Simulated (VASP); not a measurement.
# TePt with r2SCAN + rVV10: from relaxation to properties, part 7 of 7

Aim: relax TePt with r2SCAN + rVV10, compute its properties on that cell and hold them against experiment. The start is a cell from a database of measured crystal structures.

VASP 6.6.1; r2SCAN with rVV10; plane waves and PAW (Te, Pt).

Still holding for the runs below: The k-mesh is coarse for a metal.

So far. Step 10 (Volume scan with r2SCAN + rVV10 (run 3)): The run ends at a pressure of 2.76 GPa, with forces up to 0.25 eV/Å.

The database entry behind the starting cell differs from later determinations by our own check (c about 0.8 % long), so it need not match the best structure at ambient conditions.

### 11. Volume scan with r2SCAN + rVV10 (run 4)

INCAR

```
SYSTEM = TePt
PREC = Accurate
ENCUT = 400
EDIFF = 1E-06
NELM = 100
ISMEAR = 0
SIGMA = 0.05
LREAL = .FALSE.
ALGO = Normal
METAGGA = R2SCAN
LUSE_VDW = .TRUE.
IVDW_NL = 2
BPARAM = 11.95
CPARAM = 0.0093
LASPH = .TRUE.
NBANDS = 22
LORBIT = 11
LWAVE = .FALSE.
LCHARG = .FALSE.
KPAR = 4
ISIF = 2
```

POSCAR

```
TePt
1.0
   -3.9730888197      0.0000000000      0.0000000000
    1.9865444098     -3.4407958493      0.0000000000
    1.9865444098      1.1469319498      6.7537691630
Te Pt
2 2
Direct
    0.1943745804      0.0971872902      0.2915618707
    0.8056254196      0.9028127098      0.7084381293
    0.7394207909      0.3697103955      0.1091311864
    0.2605792091      0.6302896045      0.8908688136
```

KPOINTS

```
Automatic mesh
0
Gamma
6 6 6
0 0 0
```

The projector-augmented-wave data sets are Te and Pt (PBE family, release 64).

Launch:

```
> mpirun -np 4 vasp_std
```

Log:

```text
[... set-up lines as in an earlier step ...]
 entering main loop
       N       E                     dE             d eps       ncg     rms          rms(c)
Total rVV10 correction in eV:      0.7033702    43.2549020
Total rVV10 correction in eV:      0.7033702    43.2549020
Total rVV10 correction in eV:      0.7033702    43.2549020
Total rVV10 correction in eV:      0.7033702    43.2549020
[... 5 cycles as in an earlier step ...]
Total rVV10 correction in eV:      0.6803544    43.2549019
Total rVV10 correction in eV:      0.6803544    43.2549019
Total rVV10 correction in eV:      0.6803544    43.2549019
Total rVV10 correction in eV:      0.6803544    43.2549019
[... 1 cycle as in an earlier step ...]
Total rVV10 correction in eV:      0.6834880    43.2549019
Total rVV10 correction in eV:      0.6834880    43.2549019
Total rVV10 correction in eV:      0.6834880    43.2549019
Total rVV10 correction in eV:      0.6834880    43.2549019
[... 1 cycle as in an earlier step ...]
Total rVV10 correction in eV:      0.6817094    43.2549019
Total rVV10 correction in eV:      0.6817094    43.2549019
[...]
Total rVV10 correction in eV:      0.6820828    43.2549019
Total rVV10 correction in eV:      0.6820828    43.2549019
Total rVV10 correction in eV:      0.6820828    43.2549019
Total rVV10 correction in eV:      0.6820828    43.2549019
[... 1 cycle as in an earlier step ...]
Total rVV10 correction in eV:      0.6821170    43.2549019
Total rVV10 correction in eV:      0.6821170    43.2549019
Total rVV10 correction in eV:      0.6821170    43.2549019
Total rVV10 correction in eV:      0.6821170    43.2549019
[... 1 cycle as in an earlier step ...]
Total rVV10 correction in eV:      0.6821345    43.2549019
Total rVV10 correction in eV:      0.6821345    43.2549019
Total rVV10 correction in eV:      0.6821345    43.2549019
Total rVV10 correction in eV:      0.6821345    43.2549019
[... 1 cycle as in an earlier step ...]
Total rVV10 correction in eV:      0.6821609    43.2549019
Total rVV10 correction in eV:      0.6821609    43.2549019
Total rVV10 correction in eV:      0.6821609    43.2549019
Total rVV10 correction in eV:      0.6821609    43.2549019
Total rVV10 correction in eV:      0.6821540    43.2549019
Total rVV10 correction in eV:      0.6821540    43.2549019
Total rVV10 correction in eV:      0.6821540    43.2549019
Total rVV10 correction in eV:      0.6821540    43.2549019
   1 F= -.15469955E+03 E0= -.15469701E+03  d E =-.509124E-02
```

Elapsed: 84 s, on 4 MPI ranks of Intel Xeon Platinum 8375C at 2.90GHz (Ice Lake), shared host; peak memory 1.4 GiB; 5.5 min of CPU time.

From OUTCAR (step 11):

```text
[... 6 parts as in an earlier step ...]

[... 1 further part left out ...]
[key lines of the parts left out:]
E-fermi :   8.0169
```

The pressure falls from 2.76 to 0.03 GPa.

The run ends at a pressure of 0.03 GPa, with forces up to 0.0020 eV/Å.

### 12. Volume scan with r2SCAN + rVV10 (run 5)

INCAR is that of step 11.

POSCAR

```
TePt
1.0
   -3.9994014330      0.0000000000      0.0000000000
    1.9997007165     -3.4635832409      0.0000000000
    1.9997007165      1.1545277470      6.7984974146
Te Pt
2 2
Direct
    0.1943745804      0.0971872902      0.2915618707
    0.8056254196      0.9028127098      0.7084381293
    0.7394207909      0.3697103955      0.1091311864
    0.2605792091      0.6302896045      0.8908688136
```

KPOINTS is that of step 11.

Launch:

```
> mpirun -np 4 vasp_std
```

Log:

```text
[... set-up lines as in an earlier step ...]
 entering main loop
       N       E                     dE             d eps       ncg     rms          rms(c)
Total rVV10 correction in eV:      0.7160532    43.2549020
Total rVV10 correction in eV:      0.7160532    43.2549020
Total rVV10 correction in eV:      0.7160532    43.2549020
Total rVV10 correction in eV:      0.7160532    43.2549020
DAV:   1     0.417826248634E+01    0.41783E+01   -0.12467E+04  1408   0.107E+03
DAV:   2    -0.156899673077E+03   -0.16108E+03   -0.15043E+03  1720   0.219E+02
DAV:   3    -0.163260082351E+03   -0.63604E+01   -0.62601E+01  1678   0.436E+01
DAV:   4    -0.163344789989E+03   -0.84708E-01   -0.84626E-01  1696   0.571E+00
DAV:   5    -0.163346319057E+03   -0.15291E-02   -0.15287E-02  1734   0.718E-01    0.150E+01
Total rVV10 correction in eV:      0.6923778    43.2549022
Total rVV10 correction in eV:      0.6923778    43.2549022
Total rVV10 correction in eV:      0.6923778    43.2549022
Total rVV10 correction in eV:      0.6923778    43.2549022
[...]
Total rVV10 correction in eV:      0.6940565    43.2549022
DAV:  12    -0.154686235620E+03    0.83141E-04   -0.17782E-04  1570   0.118E-01    0.199E-02
Total rVV10 correction in eV:      0.6940826    43.2549022
Total rVV10 correction in eV:      0.6940826    43.2549022
Total rVV10 correction in eV:      0.6940826    43.2549022
Total rVV10 correction in eV:      0.6940826    43.2549022
DAV:  13    -0.154686239206E+03   -0.35855E-05   -0.17856E-05  1654   0.238E-02    0.182E-02
Total rVV10 correction in eV:      0.6940939    43.2549022
Total rVV10 correction in eV:      0.6940939    43.2549022
Total rVV10 correction in eV:      0.6940939    43.2549022
Total rVV10 correction in eV:      0.6940939    43.2549022
DAV:  14    -0.154686239781E+03   -0.57495E-06   -0.37929E-07   950   0.424E-03
Total rVV10 correction in eV:      0.6941239    43.2549022
Total rVV10 correction in eV:      0.6941239    43.2549022
Total rVV10 correction in eV:      0.6941239    43.2549022
Total rVV10 correction in eV:      0.6941239    43.2549022
Total rVV10 correction in eV:      0.6941172    43.2549022
Total rVV10 correction in eV:      0.6941172    43.2549022
Total rVV10 correction in eV:      0.6941172    43.2549022
Total rVV10 correction in eV:      0.6941172    43.2549022
   1 F= -.15468624E+03 E0= -.15468351E+03  d E =-.545036E-02
```

Elapsed: 82 s, on 4 MPI ranks; peak memory 1.4 GiB; 5.4 min of CPU time.

OUTCAR, selected parts (step 12):

```text
  Total       -1.5460541     -1.5460541     -1.1392054      0.0000000     -0.0000000      0.0000000
  in kB      -26.3027833    -26.3027833    -19.3811276      0.0000000     -0.0000000      0.0000000
  external PRESSURE =     -23.9955647 kB  Pullay stress =       0.0000000 kB

 POSITION                                       TOTAL-FORCE (eV/Angst)
 -----------------------------------------------------------------------------------
      0.00000      0.00000      1.98218         0.000000     -0.000000     -0.228093
     -0.00000     -2.30906      4.81631        -0.000000      0.000000      0.228093
     -1.99970     -1.15453      0.74193        -0.000000      0.000000      0.003045
      1.99970     -1.15453      6.05657        -0.000000     -0.000000     -0.003045
 -----------------------------------------------------------------------------------
    total drift:                               -0.000000      0.000000     -0.000000

  FREE ENERGIE OF THE ION-ELECTRON SYSTEM (eV)
  ---------------------------------------------------
  free  energy   TOTEN  =      -154.6862397808 eV

  energy  without entropy=     -154.6807894232  energy(sigma->0) =     -154.68351460

[... 1 part as in an earlier step ...]

[... 2 further parts left out ...]
[key lines of the parts left out:]
E-fermi :   7.7260
```

The pressure falls from 0.03 to -2.40 GPa.

The run ends at a pressure of -2.40 GPa, with forces up to 0.23 eV/Å.

### 13. Volume scan with r2SCAN + rVV10 (run 6)

INCAR is that of step 12.

POSCAR

```
TePt
1.0
   -4.0253722999      0.0000000000      0.0000000000
    2.0126861499     -3.4860746713      0.0000000000
    2.0126861499      1.1620248905      6.8426447387
Te Pt
2 2
Direct
    0.1943745804      0.0971872902      0.2915618707
    0.8056254196      0.9028127098      0.7084381293
    0.7394207909      0.3697103955      0.1091311864
    0.2605792091      0.6302896045      0.8908688136
```

KPOINTS is that of step 12.

Launch:

```
> mpirun -np 4 vasp_std
```

Log:

```text
[... set-up lines as in an earlier step ...]
 entering main loop
       N       E                     dE             d eps       ncg     rms          rms(c)
Total rVV10 correction in eV:      0.7285606    43.2549020
Total rVV10 correction in eV:      0.7285606    43.2549020
Total rVV10 correction in eV:      0.7285606    43.2549020
Total rVV10 correction in eV:      0.7285606    43.2549020
DAV:   1     0.303513580635E+01    0.30351E+01   -0.12444E+04  1408   0.107E+03
DAV:   2    -0.156854915016E+03   -0.15989E+03   -0.14942E+03  1702   0.217E+02
DAV:   3    -0.163300803418E+03   -0.64459E+01   -0.63462E+01  1744   0.439E+01
DAV:   4    -0.163385378623E+03   -0.84575E-01   -0.84530E-01  1678   0.569E+00
DAV:   5    -0.163386924161E+03   -0.15455E-02   -0.15449E-02  1720   0.727E-01    0.144E+01
Total rVV10 correction in eV:      0.7042463    43.2549024
Total rVV10 correction in eV:      0.7042463    43.2549024
Total rVV10 correction in eV:      0.7042463    43.2549024
Total rVV10 correction in eV:      0.7042463    43.2549024
[...]
Total rVV10 correction in eV:      0.7058665    43.2549024
DAV:  12    -0.154646560964E+03    0.69222E-04   -0.14438E-04  1570   0.104E-01    0.165E-02
Total rVV10 correction in eV:      0.7058841    43.2549024
Total rVV10 correction in eV:      0.7058841    43.2549024
Total rVV10 correction in eV:      0.7058841    43.2549024
Total rVV10 correction in eV:      0.7058841    43.2549024
DAV:  13    -0.154646563157E+03   -0.21929E-05   -0.15652E-05  1660   0.227E-02    0.152E-02
Total rVV10 correction in eV:      0.7058924    43.2549024
Total rVV10 correction in eV:      0.7058924    43.2549024
Total rVV10 correction in eV:      0.7058924    43.2549024
Total rVV10 correction in eV:      0.7058924    43.2549024
DAV:  14    -0.154646563546E+03   -0.38918E-06   -0.35880E-07   932   0.425E-03
Total rVV10 correction in eV:      0.7059221    43.2549024
Total rVV10 correction in eV:      0.7059221    43.2549024
Total rVV10 correction in eV:      0.7059221    43.2549024
Total rVV10 correction in eV:      0.7059221    43.2549024
Total rVV10 correction in eV:      0.7059184    43.2549024
Total rVV10 correction in eV:      0.7059184    43.2549024
Total rVV10 correction in eV:      0.7059184    43.2549024
Total rVV10 correction in eV:      0.7059184    43.2549024
   1 F= -.15464656E+03 E0= -.15464363E+03  d E =-.587441E-02
```

It took 91 s on 4 MPI ranks; peak memory 1.4 GiB.

From OUTCAR (step 13):

```text
  Total       -2.9838351     -2.9838351     -2.2039516     -0.0000000     -0.0000000      0.0000000
  in kB      -49.7873103    -49.7873103    -36.7744264     -0.0000000     -0.0000000      0.0000000
  external PRESSURE =     -45.4496823 kB  Pullay stress =       0.0000000 kB

 POSITION                                       TOTAL-FORCE (eV/Angst)
 -----------------------------------------------------------------------------------
      0.00000      0.00000      1.99505         0.000000     -0.000000     -0.437084
     -0.00000     -2.32405      4.84759        -0.000000      0.000000      0.437084
     -2.01269     -1.16202      0.74675        -0.000000      0.000000      0.005808
      2.01269     -1.16202      6.09590         0.000000     -0.000000     -0.005808
 -----------------------------------------------------------------------------------
    total drift:                               -0.000000      0.000000     -0.000000

  FREE ENERGIE OF THE ION-ELECTRON SYSTEM (eV)
  ---------------------------------------------------
  free  energy   TOTEN  =      -154.6465635459 eV

  energy  without entropy=     -154.6406891325  energy(sigma->0) =     -154.64362634

[... 1 part as in an earlier step ...]

[... 2 further parts left out ...]
[key lines of the parts left out:]
E-fermi :   7.4461
```

The pressure falls from -2.40 to -4.54 GPa.

The run ends at a pressure of -4.54 GPa, with forces up to 0.44 eV/Å.

### 14. Volume scan with r2SCAN + rVV10 (run 7)

A prediction first. A parabola through the 6 pressures of evenly scaled cells so far, P = 0.01 -129.6 t +350 t² GPa with t = ln(V/V₁) and V₁ the volume at scale 1, gives -6.35 GPa at t = +0.0583.

INCAR is that of step 13.

POSCAR

```
TePt
1.0
   -4.0510123052      0.0000000000      0.0000000000
    2.0255061525     -3.5082795673      0.0000000000
    2.0255061525      1.1694265225      6.8862296383
Te Pt
2 2
Direct
    0.1943745804      0.0971872902      0.2915618707
    0.8056254196      0.9028127098      0.7084381293
    0.7394207909      0.3697103955      0.1091311864
    0.2605792091      0.6302896045      0.8908688136
```

KPOINTS is that of step 13.

Launch:

```
> mpirun -np 4 vasp_std
```

Log:

```text
[... set-up lines as in an earlier step ...]
 entering main loop
       N       E                     dE             d eps       ncg     rms          rms(c)
Total rVV10 correction in eV:      0.7408935    43.2549020
Total rVV10 correction in eV:      0.7408935    43.2549020
Total rVV10 correction in eV:      0.7408935    43.2549020
Total rVV10 correction in eV:      0.7408935    43.2549020
DAV:   1     0.179454786263E+01    0.17945E+01   -0.12370E+04  1408   0.106E+03
DAV:   2    -0.156900513469E+03   -0.15870E+03   -0.14846E+03  1726   0.215E+02
DAV:   3    -0.163312743641E+03   -0.64122E+01   -0.62833E+01  1726   0.437E+01
DAV:   4    -0.163399437672E+03   -0.86694E-01   -0.86662E-01  1668   0.571E+00
DAV:   5    -0.163400898817E+03   -0.14611E-02   -0.14609E-02  1750   0.698E-01    0.138E+01
Total rVV10 correction in eV:      0.7159603    43.2549025
Total rVV10 correction in eV:      0.7159603    43.2549025
Total rVV10 correction in eV:      0.7159603    43.2549025
Total rVV10 correction in eV:      0.7159603    43.2549025
[...]
Total rVV10 correction in eV:      0.7175113    43.2549025
DAV:  12    -0.154583685748E+03    0.56540E-04   -0.11865E-04  1558   0.918E-02    0.134E-02
Total rVV10 correction in eV:      0.7175219    43.2549025
Total rVV10 correction in eV:      0.7175219    43.2549025
Total rVV10 correction in eV:      0.7175219    43.2549025
Total rVV10 correction in eV:      0.7175219    43.2549025
DAV:  13    -0.154583686766E+03   -0.10176E-05   -0.13783E-05  1630   0.218E-02    0.126E-02
Total rVV10 correction in eV:      0.7175304    43.2549025
Total rVV10 correction in eV:      0.7175304    43.2549025
Total rVV10 correction in eV:      0.7175304    43.2549025
Total rVV10 correction in eV:      0.7175304    43.2549025
DAV:  14    -0.154583687133E+03   -0.36739E-06   -0.42012E-07   920   0.470E-03
Total rVV10 correction in eV:      0.7175562    43.2549025
Total rVV10 correction in eV:      0.7175562    43.2549025
Total rVV10 correction in eV:      0.7175562    43.2549025
Total rVV10 correction in eV:      0.7175562    43.2549025
Total rVV10 correction in eV:      0.7175528    43.2549025
Total rVV10 correction in eV:      0.7175528    43.2549025
Total rVV10 correction in eV:      0.7175528    43.2549025
Total rVV10 correction in eV:      0.7175528    43.2549025
   1 F= -.15458369E+03 E0= -.15458054E+03  d E =-.629608E-02
```

It took 1.7 min on 4 MPI ranks; peak memory 1.4 GiB.

Parts of OUTCAR (step 14):

```text
  Total       -4.3063696     -4.3063696     -3.1835046     -0.0000000     -0.0000000      0.0000000
  in kB      -70.4989470    -70.4989470    -52.1166876     -0.0000000     -0.0000000      0.0000000
  external PRESSURE =     -64.3715272 kB  Pullay stress =       0.0000000 kB

 POSITION                                       TOTAL-FORCE (eV/Angst)
 -----------------------------------------------------------------------------------
      0.00000      0.00000      2.00776         0.000000     -0.000000     -0.626472
     -0.00000     -2.33885      4.87847        -0.000000      0.000000      0.626472
     -2.02551     -1.16943      0.75150        -0.000000      0.000000      0.010356
      2.02551     -1.16943      6.13473         0.000000     -0.000000     -0.010356
 -----------------------------------------------------------------------------------
    total drift:                               -0.000000      0.000000     -0.000000

  FREE ENERGIE OF THE ION-ELECTRON SYSTEM (eV)
  ---------------------------------------------------
  free  energy   TOTEN  =      -154.5836871330 eV

  energy  without entropy=     -154.5773910542  energy(sigma->0) =     -154.58053909

[... 1 part as in an earlier step ...]

[... 2 further parts left out ...]
[key lines of the parts left out:]
E-fermi :   7.1765
```

The pressure falls from -4.54 to -6.44 GPa. The parabola predicted -6.35 GPa, +0.09 GPa off.

### 15. The series together

Times are for 4 MPI ranks of Intel Xeon Platinum 8375C at 2.90GHz (Ice Lake), shared host. The runs compared:

```csv
no.,volume scale,energy above the lowest point (meV/atom),pressure (GPa),time,memory (GiB)
1,0.94,38.64,9.384,86 s,1.4
2,0.96,16.6,5.862,88 s,1.4
3,0.98,4.09,2.762,91 s,1.4
4,1,0,0.02810,84 s,1.4
5,1.02,3.37,-2.400,82 s,1.4
6,1.04,13.35,-4.545,91 s,1.4
7,1.06,29.12,-6.437,1.7 min,1.4
```

### 16. Fit for r2SCAN + rVV10

This step: Birch-Murnaghan fit, r2SCAN with rVV10; plane waves and PAW (VASP 6.6.1).

No new run; the numbers come from the runs before.

This step gave:

| Item | Value |
| --- | --- |
| pressure derivative of the bulk modulus | 5.156 |
| r.m.s. error of the fit | 4.71e-6 eV/atom |
| minimum inside the sampled range | yes |
| bulk modulus | 128.8 GPa |
| equilibrium volume of the fit | 23.09 Å³/atom |

Table of energy above the fitted minimum by volume:

```csv
volume (Å³/atom),energy above the fitted minimum (eV/atom)
21.70,0.0386
22.16,0.0166
22.62,0.00408
23.08,-2.2e-6
23.54,0.00337
24.01,0.0133
24.47,0.0291
```

The fitted volume lies +0.05 % from the relaxed one. The atoms bear forces along the scan, since they were held; freeing them would lower the modulus.

### 17. Summary of results

* relaxed volume: 23.08 Å³/atom
* relaxed conventional cell a, b, c: 3.973, 3.973, 20.261 Å; angles 90.0, 90.0, 120.0°
* space group after relaxing, within 0.02 Å: R-3m (No. 166)
* band gap: none, a metal
* DOS at the Fermi level: 2.03 states/eV/cell
* bulk modulus from the fit: 129 GPa
* volume from the fit: 23.1 Å³/atom

**Reading.** With r2SCAN + rVV10, TePt relaxes to 23.08 Å³/atom in space group R-3m (held by the symmetry of the run), comes out as a metal and has a bulk modulus of 129 GPa at fixed shape and positions, an upper bound. Against the listed cell the volume lies +1.9 % (a +0.3 %, c +1.4 %). Bands along the symmetry lines (r2SCAN + rVV10): Of the bands kept, 4 cross the Fermi level on this path. Spin-orbit coupling is left out, and with elements this heavy it would split and shift bands near the Fermi level. The k-sampling is coarse for a metal, so the Fermi level, pressures and the shape of the cell carry errors. No search among competing phases was made, and a listed structure need not be the one stable at ambient conditions. All values are for a static lattice at zero temperature.

Calculation against experiment:

| quantity | measured | r2SCAN with rVV10 |
| --- | --- | --- |
| lattice constant a (Å) | 3.9612 | 3.973 (+0.3 %) |
| lattice constant c (Å) | 19.815 | 20.261 (+2.3 %) |

Measured values from arxiv:2203.06655 (2022).

How well it matches: The lattice constant a is off by +0.3 %: good agreement. The lattice constant c is off by +2.3 %: a clear miss. The grades are ours: good and fair within 0.7 and 1.5 % for the lattice constant a and 0.8 and 2 % for the lattice constant c. Zero-point motion and thermal expansion (measured at up to 200 K) are not in the computed lattice constants. As a rule both would widen the computed cell, so the excess over experiment is if anything larger than shown.

[Lines on the potential files, build, host, timing and source positions are cut from VASP's logs without a mark.]

[Logs are printed without paths, hosts, clocks, repeated set-up lines and the standing remarks that a program may print on its own settings, such as how far it seeks lower states.]

[Hosts, paths, dates, database ids (printed as entryN), source tags and the programs' standing remarks are cut or masked in the printed files.]

[A measured line is paired with the nearest computed mode of its activity, which favours agreement.]
